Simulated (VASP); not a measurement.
Here is the system:

```
SnS2
1.0
    1.85557    -3.21394     0.00000
    1.85557     3.21394     0.00000
    0.00000     0.00000     5.93010
Sn S
1 2
Direct
  0.00000   0.00000   0.00000
  0.33333   0.66667   0.25013
  0.66667   0.33333   0.74987
```

All values below come from optB88-vdW, VASP's PBE PAW potentials (set 64) (plane waves; VASP). Numerical set-up: 520 eV cut-off, 8×8×4 Γ-centred mesh, tetrahedra with Blöchl corrections, potentials Sn_d S.

The cores are frozen, which limits the accuracy of field gradients.

Give the principal components of the electric field gradient (V/Å²) and the asymmetry η at each nucleus.

```json
[
 {"atom": "Sn1", "Vxx": "-6.9", "Vyy": "-6.9", "Vzz": "13.8", "η": "0.00"},
 {"atom": "S2", "Vxx": "23.7", "Vyy": "23.7", "Vzz": "-47.4", "η": "0.00"},
 {"atom": "S3", "Vxx": "23.7", "Vyy": "23.7", "Vzz": "-47.4", "η": "0.00"}
]
```

The compound is SnS2 in the 1T layered structure. It was relaxed first.
